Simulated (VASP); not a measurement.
# Quasiparticle energies of CdSe in VASP

Wanted: how far GW moves the Kohn-Sham levels of CdSe. The cell is of the zinc-blende type, one of the forms listed for this formula, which need not be the common one. The start joins lattice constants measured in a paper with the fractional positions of a database entry.

Main program and level: VASP 6.6.1; PBE; plane waves and PAW (Cd, Se), in the first sound run; inputs show where later runs differ.

## 1. Set-up

The structure is cubic, space group F-43m (No. 216). Conventional cell: a = 6.050 Å, b = 6.050 Å, c = 6.050 Å, α = 90.00°, β = 90.00°, γ = 90.00°. Cd has 4 Se at 2.62 Å nearest. Nearest to Se lie 4 Cd at 2.62 Å. Farther neighbours and most contacts between anions are not listed.

Coordinates:

```cif
data_structure
_symmetry_space_group_name_H-M 'F-43m'
_symmetry_Int_Tables_number 216
_cell_length_a 6.0500
_cell_length_b 6.0500
_cell_length_c 6.0500
_cell_angle_alpha 90.000
_cell_angle_beta 90.000
_cell_angle_gamma 90.000
_cell_volume 221.45
loop_
_atom_site_label
_atom_site_type_symbol
_atom_site_symmetry_multiplicity
_atom_site_Wyckoff_symbol
_atom_site_fract_x
_atom_site_fract_y
_atom_site_fract_z
_atom_site_occupancy
Cd1 Cd 4 a 0.00000 0.00000 0.00000 1
Se1 Se 4 c 0.25000 0.25000 0.25000 1
```

## 2. Relaxation

The atoms are relaxed first inside the given cell, which is kept (ISIF = 2), since band edges depend on the positions.

INCAR

```
SYSTEM = CdSe
PREC = Accurate
ENCUT = 400
EDIFF = 1E-06
NELM = 100
ISMEAR = 0
SIGMA = 0.05
LREAL = .FALSE.
ALGO = Normal
GGA = PE
NBANDS = 15
LWAVE = .FALSE.
LCHARG = .FALSE.
KPAR = 8
IBRION = 2
NSW = 60
ISIF = 2
EDIFFG = -0.01
```

POSCAR

```
CdSe
1.0
    0.0000000000      3.0250000000      3.0250000000
    3.0250000000      0.0000000000      3.0250000000
    3.0250000000      3.0250000000      0.0000000000
Cd Se
1 1
Direct
    0.0000000000      0.0000000000      0.0000000000
    0.7500000000      0.7500000000      0.7500000000
```

KPOINTS

```
Automatic mesh
0
Gamma
6 6 6
0 0 0
```

The projector-augmented-wave data sets are Cd and Se (PBE family, release 64).

Launch:

```
$ mpirun -np 8 vasp_std
```

Log:

```text
[banner, memory and clock lines left out]
running    8 mpi-ranks, on    1 nodes
 distrk:  each k-point on    1 cores,    8 groups
 distr:  one band on    1 cores,    1 groups

 POSCAR found type information on POSCAR CdSe
 POSCAR found :  2 types and       2 ions
|                                                                             |
|           W    W    AA    RRRRR   N    N  II  N    N   GGGG   !!!           |
|           W    W   A  A   R    R  NN   N  II  NN   N  G    G  !!!           |
|           W    W  A    A  R    R  N N  N  II  N N  N  G       !!!           |
|           W WW W  AAAAAA  RRRRR   N  N N  II  N  N N  G  GGG   !            |
|           WW  WW  A    A  R   R   N   NN  II  N   NN  G    G                |
|           W    W  A    A  R    R  N    N  II  N    N   GGGG   !!!           |
|                                                                             |
|     For optimal performance we recommend to set                             |
|       NCORE = 2 up to number-of-cores-per-socket                            |
|     NCORE specifies how many cores store one orbital (NPAR=cpu/NCORE).      |
|     This setting can greatly improve the performance of VASP for DFT.       |
|     The default, NCORE=1 might be grossly inefficient on modern             |
|     multi-core architectures or massively parallel machines. Do your        |
|     Unfortunately you need to use the default for GW and RPA                |
|     calculations (for HF NCORE is supported but not extensively tested      |
|     yet).                                                                   |
|                                                                             |

 LDA part: xc-table for (Slater+PW92), standard interpolation
 POSCAR, INCAR and KPOINTS ok, starting setup
 FFT: planning ... GRIDC
 FFT: planning ... GRID_SOFT
 FFT: planning ... GRID
 WAVECAR not read
 entering main loop
       N       E                     dE             d eps       ncg     rms          rms(c)
DAV:   1     0.921162579320E+02    0.92116E+02   -0.78215E+03   496   0.881E+02
DAV:   2    -0.258328665564E+01   -0.94700E+02   -0.90880E+02   592   0.240E+02
DAV:   3    -0.580267834852E+01   -0.32194E+01   -0.32156E+01   557   0.472E+01
DAV:   4    -0.581537930158E+01   -0.12701E-01   -0.12701E-01   606   0.286E+00
DAV:   5    -0.581546320898E+01   -0.83907E-04   -0.83907E-04   592   0.202E-01    0.650E+00
DAV:   6    -0.546063134777E+01    0.35483E+00   -0.55292E-01   655   0.947E+00    0.509E+00
DAV:   7    -0.543756663379E+01    0.23065E-01   -0.15831E-01   515   0.277E+00    0.215E+00
DAV:   8    -0.543839778352E+01   -0.83115E-03   -0.14895E-02   522   0.160E+00    0.258E-01
DAV:   9    -0.543853877862E+01   -0.14100E-03   -0.16369E-03   564   0.564E-01    0.483E-02
DAV:  10    -0.543860799918E+01   -0.69221E-04   -0.18747E-04   543   0.183E-01    0.433E-02
DAV:  11    -0.543865267862E+01   -0.44679E-04   -0.76824E-05   501   0.580E-02    0.142E-02
DAV:  12    -0.543865251794E+01    0.16068E-06   -0.35377E-06   641   0.263E-02
   1 F= -.54386525E+01 E0= -.54386525E+01  d E =-.543865E+01
 curvature:   0.00 expect dE= 0.000E+00 dE for cont linesearch  0.000E+00
 trial: gam= 0.00000 g(F)=  0.594E-45 g(S)=  0.000E+00 ort = 0.000E+00 (trialstep = 0.100E+01)
 search vector abs. value=  0.100E-09
 reached required accuracy - stopping structural energy minimisation
```

Elapsed: 3 s, on 8 MPI ranks of Intel Xeon 6975P-C (Granite Rapids), shared host; peak memory 1.2 GiB; 12 s of CPU time.

Lines that name or quote the potential files are left out of all logs, and their timing lines are given in words.

From OUTCAR (step 2):

```text
ion  position               nearest neighbor table
   1  0.000  0.000  0.000-   2 2.62   2 2.62   2 2.62   2 2.62
   2  0.750  0.750  0.750-   1 2.62   1 2.62   1 2.62   1 2.62

  LATTYP: Found a face centered cubic cell.
 ALAT       =     6.0500000000

 Subroutine GETGRP returns: Found 24 space group operations
 (whereof 24 operations were pure point group operations)

The static configuration has the point symmetry T_d .

 Found     16 irreducible k-points:

   k-points           NKPTS =     16   k-points in BZ     NKDIM =     16   number of bands    NBANDS=     15

   dimension x,y,z NGX =    28 NGY =   28 NGZ =   28
   dimension x,y,z NGXF=    56 NGYF=   56 NGZF=   56

   ENCUT  =  400.0 eV  29.40 Ry    5.42 a.u.   6.98  6.98  6.98*2*pi/ulx,y,z

   NELECT =      18.0000    total number of electrons

 k-points in reciprocal lattice and weights: Automatic mesh
   0.00000000  0.00000000  0.00000000       0.005
   0.16666667  0.00000000  0.00000000       0.037
   0.33333333  0.00000000  0.00000000       0.037
   0.50000000  0.00000000  0.00000000       0.019
   0.16666667  0.16666667  0.00000000       0.028
   0.33333333  0.16666667  0.00000000       0.111
   0.50000000  0.16666667  0.00000000       0.111
  -0.33333333  0.16666667  0.00000000       0.111
  -0.16666667  0.16666667  0.00000000       0.056
[...]
-0.33333333  0.33333333  0.16666667       0.111
  -0.33333333  0.50000000  0.16666667       0.056

 average (electrostatic) potential at core
       1 -39.8840       2 -56.3508

 E-fermi :   1.2859

 k-point     1 :       0.0000    0.0000    0.0000
  band No.  band energies     occupation
    ...
      5      -6.5256      2.00000
      6      -6.5256      2.00000
      7       1.0756      2.00000
      8       1.0756      2.00000
      9       1.0756      2.00000
     10       1.7138      0.00000
     11       7.0064      0.00000
     12       7.0064      0.00000
     13       7.0064      0.00000
     14      10.9234      0.00000
    ...

 k-point     2 :       0.1667    0.0000    0.0000
  band No.  band energies     occupation
    ...
      5      -6.5269      2.00000
      6      -6.5269      2.00000
      7      -0.6513      2.00000
      8       0.8585      2.00000
      9       0.8585      2.00000
     10       3.0237      0.00000
     11       6.7897      0.00000
     12       7.3373      0.00000
     13       7.3373      0.00000
     14      11.2237      0.00000
    ...

 k-point     3 :       0.3333    0.0000    0.0000
  band No.  band energies     occupation
    ...
      5      -6.5157      2.00000
      6      -6.5156      2.00000
      7      -2.5113      2.00000
      8       0.4759      2.00000
      9       0.4759      2.00000
     10       3.5069      0.00000
     11       7.5837      0.00000
     12       7.5837      0.00000
     13       7.6921      0.00000
     14      10.9569      0.00000
    ...

  Total        1.3036771      1.3036771      1.3036771      0.0000000     -0.0000000      0.0000000
  in kB       37.7289289     37.7289289     37.7289289      0.0000000     -0.0000000      0.0000000
  external PRESSURE =      37.7289289 kB  Pullay stress =       0.0000000 kB

  energy-cutoff  :      400.00
  volume of cell :       55.36
      direct lattice vectors                 reciprocal lattice vectors
     0.000000000  3.025000000  3.025000000    -0.165289256  0.165289256  0.165289256
     3.025000000  0.000000000  3.025000000     0.165289256 -0.165289256  0.165289256
     3.025000000  3.025000000  0.000000000     0.165289256  0.165289256 -0.165289256

 POSITION                                       TOTAL-FORCE (eV/Angst)
 -----------------------------------------------------------------------------------
      0.00000      0.00000      0.00000        -0.000000     -0.000000     -0.000000
      4.53750      4.53750      4.53750         0.000000      0.000000      0.000000
 -----------------------------------------------------------------------------------
    total drift:                                0.000001      0.000001      0.000001

  FREE ENERGIE OF THE ION-ELECTRON SYSTEM (eV)
  ---------------------------------------------------
  free  energy   TOTEN  =        -5.4386525179 eV

  energy  without entropy=       -5.4386525179  energy(sigma->0) =       -5.43865252

 reached required accuracy - stopping structural energy minimisation

[... 3 further parts left out ...]
```

The run keeps the 24 symmetry operations of its start, so it cannot find a distortion of lower symmetry.

The forces vanish from the start, and no atom moves.

This step gave:

```yaml
free_energy_toten: -5.439 eV
fermi_energy: 1.286 eV
pressure: 3.773 GPa
```

The forces stay under 1e-4 eV/Å.

## 3. Ground state

This step: PBE; plane waves and PAW (Cd_GW, Se_GW) (VASP 6.6.1).

The orbitals come from a self-consistent PBE run with a tight EDIFF and a narrow smearing. KPOINTS_OPT adds the bands along a path, which shows whether the mesh holds the band edges.

INCAR

```
SYSTEM = CdSe
PREC = Accurate
ENCUT = 330
EDIFF = 1E-08
NELM = 100
ISMEAR = 0
SIGMA = 0.01
LREAL = .FALSE.
ALGO = Normal
GGA = PE
NBANDS = 15
LORBIT = 11
LWAVE = .TRUE.
LCHARG = .FALSE.
KPAR = 8
```

POSCAR is that of step 2.

KPOINTS is that of step 2.

KPOINTS_OPT

```
Line mode
12
Line-mode
Reciprocal
  0.00000000   0.00000000   0.00000000 GAMMA
  0.50000000   0.00000000   0.50000000 X

  0.50000000   0.00000000   0.50000000 X
  0.50000000   0.25000000   0.75000000 W

  0.50000000   0.25000000   0.75000000 W
  0.37500000   0.37500000   0.75000000 K

  0.37500000   0.37500000   0.75000000 K
  0.00000000   0.00000000   0.00000000 GAMMA

  0.00000000   0.00000000   0.00000000 GAMMA
  0.50000000   0.50000000   0.50000000 L

  0.50000000   0.50000000   0.50000000 L
  0.62500000   0.25000000   0.62500000 U

  0.62500000   0.25000000   0.62500000 U
  0.50000000   0.25000000   0.75000000 W

  0.50000000   0.25000000   0.75000000 W
  0.50000000   0.50000000   0.50000000 L

  0.50000000   0.50000000   0.50000000 L
  0.37500000   0.37500000   0.75000000 K

  0.62500000   0.25000000   0.62500000 U
  0.50000000   0.00000000   0.50000000 X
```

Potentials, in the order of the species: Cd_GW and Se_GW (PBE family, release 64).

Launch:

```
$ mpirun -np 8 vasp_std
```

Log:

```text
[banner, memory and clock lines left out]
running    8 mpi-ranks, on    1 nodes
 distrk:  each k-point on    1 cores,    8 groups
 distr:  one band on    1 cores,    1 groups

 POSCAR found type information on POSCAR CdSe
 POSCAR found :  2 types and       2 ions
 [... a notice as in an earlier step ...]

 LDA part: xc-table for (Slater+PW92), standard interpolation
 POSCAR, INCAR and KPOINTS ok, starting setup
 FFT: planning ... GRIDC
 FFT: planning ... GRID_SOFT
 FFT: planning ... GRID
 WAVECAR not read
 entering main loop
       N       E                     dE             d eps       ncg     rms          rms(c)
DAV:   1     0.671595784386E+02    0.67160E+02   -0.70646E+03   576   0.765E+02
DAV:   2    -0.227510117131E+01   -0.69435E+02   -0.66514E+02   683   0.227E+02
DAV:   3    -0.580793535553E+01   -0.35328E+01   -0.35211E+01   691   0.500E+01
DAV:   4    -0.586167257928E+01   -0.53737E-01   -0.53731E-01   678   0.548E+00
DAV:   5    -0.586315674945E+01   -0.14842E-02   -0.14842E-02   711   0.935E-01    0.624E+00
DAV:   6    -0.550179381838E+01    0.36136E+00   -0.50221E-01   599   0.909E+00    0.486E+00
DAV:   7    -0.547714266139E+01    0.24651E-01   -0.22987E-01   617   0.315E+00    0.180E+00
DAV:   8    -0.547674422519E+01    0.39844E-03   -0.23950E-02   681   0.183E+00    0.299E-01
DAV:   9    -0.547664415213E+01    0.10007E-03   -0.35456E-03   571   0.823E-01    0.701E-02
DAV:  10    -0.547657652868E+01    0.67623E-04   -0.34450E-04   675   0.252E-01    0.439E-02
DAV:  11    -0.547662106484E+01   -0.44536E-04   -0.15037E-04   603   0.110E-01    0.159E-02
DAV:  12    -0.547661932842E+01    0.17364E-05   -0.15778E-05   669   0.437E-02    0.398E-03
DAV:  13    -0.547662001125E+01   -0.68282E-06   -0.38728E-06   599   0.140E-02    0.611E-03
DAV:  14    -0.547661983452E+01    0.17673E-06   -0.64542E-07   628   0.588E-03    0.483E-04
DAV:  15    -0.547661989370E+01   -0.59187E-07   -0.69454E-08   668   0.190E-03    0.286E-04
DAV:  16    -0.547661992077E+01   -0.27064E-07   -0.62133E-09   520   0.103E-03    0.137E-04
DAV:  17    -0.547661992140E+01   -0.63551E-09   -0.99387E-10   366   0.395E-04
   1 F= -.54766199E+01 E0= -.54766199E+01  d E =-.808785E-46
 Start KPOINTS_OPT (optional k-point list driver)
k-point batch [1-16\120]
       N       E                     dE             ncg
DAV:   1     0.784686440204E+02   -0.49773E+04      552
DAV:   2    -0.108421712786E+04   -0.11627E+04      683
DAV:   3    -0.114242397225E+04   -0.58207E+02      705
DAV:   4    -0.114329058101E+04   -0.86661E+00      642
DAV:   5    -0.114331645942E+04   -0.25878E-01      719
DAV:   6    -0.114331670015E+04   -0.24073E-03      614
DAV:   7    -0.114331670763E+04   -0.74807E-05      747
DAV:   8    -0.114331670768E+04   -0.47844E-07      634
DAV:   9    -0.114331670768E+04   -0.18390E-08      513
[...]
k-point batch [113-120\120]
       N       E                     dE             ncg
DAV:   1     0.363819740733E+04   -0.39020E+04      304
DAV:   2     0.313081580046E+04   -0.50738E+03      338
DAV:   3     0.310615545660E+04   -0.24660E+02      353
DAV:   4     0.310584737323E+04   -0.30808E+00      339
DAV:   5     0.310583494976E+04   -0.12423E-01      352
DAV:   6     0.310583479854E+04   -0.15123E-03      346
DAV:   7     0.310583479519E+04   -0.33505E-05      351
DAV:   8     0.310583479513E+04   -0.51599E-07      339
DAV:   9     0.310583479513E+04   -0.46748E-09      232
 writing wavefunctions
```

The job ended after 7 s (8 MPI ranks; peak memory 1.4 GiB; 39 s of CPU time).

From OUTCAR (step 3):

```text
The static configuration has the point symmetry T_d .

 Found     16 irreducible k-points:

   ENCUT  =  330.0 eV  24.25 Ry    4.92 a.u.   6.34  6.34  6.34*2*pi/ulx,y,z

   NELECT =      18.0000    total number of electrons

 E-fermi :   2.3626

 k-point     1 :       0.0000    0.0000    0.0000
  band No.  band energies     occupation
    ...
      5      -5.3259      2.00000
      6      -5.3259      2.00000
      7       2.2643      2.00000
      8       2.2643      2.00000
      9       2.2643      2.00000
     10       2.8901      0.00000
     11       8.1953      0.00000
     12       8.1953      0.00000
     13       8.1953      0.00000
     14      12.1038      0.00000
    ...

 k-point     2 :       0.1667    0.0000    0.0000
  band No.  band energies     occupation
    ...
      5      -5.3272      2.00000
      6      -5.3272      2.00000
      7       0.5396      2.00000
      8       2.0476      2.00000
      9       2.0476      2.00000
     10       4.1997      0.00000
     11       7.9680      0.00000
     12       8.5249      0.00000
     13       8.5249      0.00000
     14      12.4066      0.00000
    ...

  Total        1.1966844      1.1966844      1.1966844      0.0000000      0.0000000      0.0000000
  in kB       34.6325176     34.6325176     34.6325176      0.0000000      0.0000000      0.0000000
  external PRESSURE =      34.6325176 kB  Pullay stress =       0.0000000 kB

  energy-cutoff  :      330.00
  volume of cell :       55.36
      direct lattice vectors                 reciprocal lattice vectors
     0.000000000  3.025000000  3.025000000    -0.165289256  0.165289256  0.165289256
     3.025000000  0.000000000  3.025000000     0.165289256 -0.165289256  0.165289256
     3.025000000  3.025000000  0.000000000     0.165289256  0.165289256 -0.165289256

 POSITION                                       TOTAL-FORCE (eV/Angst)
 -----------------------------------------------------------------------------------
      0.00000      0.00000      0.00000         0.000000      0.000000      0.000000
      4.53750      4.53750      4.53750        -0.000000     -0.000000     -0.000000
 -----------------------------------------------------------------------------------
    total drift:                               -0.000001     -0.000001     -0.000001

  FREE ENERGIE OF THE ION-ELECTRON SYSTEM (eV)
  ---------------------------------------------------
  free  energy   TOTEN  =        -5.4766199214 eV

  energy  without entropy=       -5.4766199214  energy(sigma->0) =       -5.47661992

 total charge
# of ion       s       p       d       f       tot
--------------------------------------------------
    1        0.520   0.420   9.698   0.019  10.659
    2        1.430   2.365   0.023   0.000   3.819
--------------------------------------------------
tot          1.951   2.785   9.722   0.019  14.477

[... 6 parts as in an earlier step ...]

[... 5 further parts left out ...]
```

This step gave:

```
free energy (TOTEN)               : -5.477 eV
Fermi energy                      : 2.363 eV
pressure                          : 3.463 GPa
least gap on mesh and path        : 0.6258 eV
least direct gap on mesh and path : 0.6258 eV
```

The highest empty bands on the path are converged less tightly, to about 0.1 eV. Electronic bands along the path, in eV, zero at the valence-band top; v1 is the highest filled band, c1 the lowest empty one:

```
          point     v4     v3     v2     v1    c1    c2    c3     c4
              Γ  -7.59   0.00   0.00   0.00  0.63  5.93  5.93   5.93
0.45 of the way  -7.56  -2.36  -0.93  -0.93  3.15  4.37  7.41   7.41
              X  -7.22  -4.15  -1.91  -1.91  3.11  3.77  9.16  10.30
0.45 of the way  -7.16  -4.12  -2.08  -2.07  3.73  4.25  8.56   8.65
              W  -7.08  -4.06  -2.29  -2.28  5.09  5.21  6.49   7.60
0.55 of the way  -7.11  -4.08  -2.53  -1.81  4.19  5.20  7.38   8.08
              K  -7.12  -4.10  -2.59  -1.56  3.71  5.18  8.29   8.62
0.45 of the way  -7.52  -3.20  -1.64  -0.53  3.40  5.82  6.22   6.78
              Γ  -7.59   0.00   0.00   0.00  0.63  5.93  5.93   5.93
0.45 of the way  -7.59  -2.45  -0.36  -0.36  2.25  5.86  6.42   6.42
              L  -7.28  -4.48  -0.77  -0.77  2.40  6.45  6.45   7.44
0.45 of the way  -7.22  -4.31  -1.74  -1.04  3.43  5.65  7.10   7.52
              U  -7.12  -4.10  -2.59  -1.56  3.71  5.18  8.29   8.62
0.45 of the way  -7.11  -4.08  -2.53  -1.81  4.19  5.20  7.38   8.08
              W  -7.08  -4.06  -2.29  -2.28  5.09  5.21  6.49   7.60
0.45 of the way  -7.18  -4.19  -2.15  -1.35  4.07  5.39  6.80   8.23
              L  -7.28  -4.48  -0.77  -0.77  2.40  6.45  6.45   7.44
0.45 of the way  -7.22  -4.31  -1.74  -1.04  3.43  5.65  7.10   7.52
              K  -7.12  -4.10  -2.59  -1.56  3.71  5.18  8.29   8.62
      jump to U  -7.12  -4.10  -2.59  -1.56  3.71  5.18  8.29   8.62
0.45 of the way  -7.17  -4.13  -2.23  -1.80  3.42  4.23  8.75   9.54
              X  -7.22  -4.15  -1.91  -1.91  3.11  3.77  9.16  10.30
```

Of the projections kept (Cd, Se), the largest for each band there, as a share of the weight inside these atoms' spheres; weight between the spheres isn't counted:

```
point       v4       v3       v2       v1       c1       c2       c3       c4
    Γ  Cd 1.00  Se 0.79  Se 0.79  Se 0.79  Cd 0.60  Cd 0.78  Cd 0.78  Cd 0.78
    X  Cd 0.94  Cd 0.56  Se 0.75  Se 0.75  Cd 0.69  Cd 0.68  Se 0.77  Cd 0.53
    W  Cd 0.93  Cd 0.53  Se 0.69  Se 0.74  Cd 0.51  Se 0.62  Cd 0.70  Cd 0.50
    K  Cd 0.94  Cd 0.53  Se 0.71  Se 0.75  Cd 0.68  Se 0.54  Se 0.71  Cd 0.53
    Γ  Cd 1.00  Se 0.79  Se 0.79  Se 0.79  Cd 0.60  Cd 0.78  Cd 0.78  Cd 0.78
    L  Cd 0.96  Se 0.54  Se 0.76  Se 0.76  Cd 0.68  Cd 0.70  Cd 0.69  Se 0.75
```

The cell has a gap of 0.626 eV on mesh and path and a pressure of +3.5 GPa, which holds the misfit of the given cell and coordinates with this functional, and any error of cutoff, mesh and data sets. Spin-orbit coupling is left out, which can shift or reorder these edges.

[end of part 1 of 4]

[Lines on the potential files, build, host, timing and source positions are cut from VASP's logs without a mark.]

[Logs are printed without paths, hosts, clocks, repeated set-up lines and the standing remarks that a program may print on its own settings, such as how far it seeks lower states.]

[Hosts, paths, dates, database ids (printed as entryN), source tags and the programs' standing remarks are cut or masked in the printed files.]

[Pressures printed for these runs are not shown converged in the cutoff: they can be off by several GPa and have the wrong sign.]

[In band tables of VASP the shares of atoms and orbitals are scaled to a sum of 1 inside the atoms' spheres.]
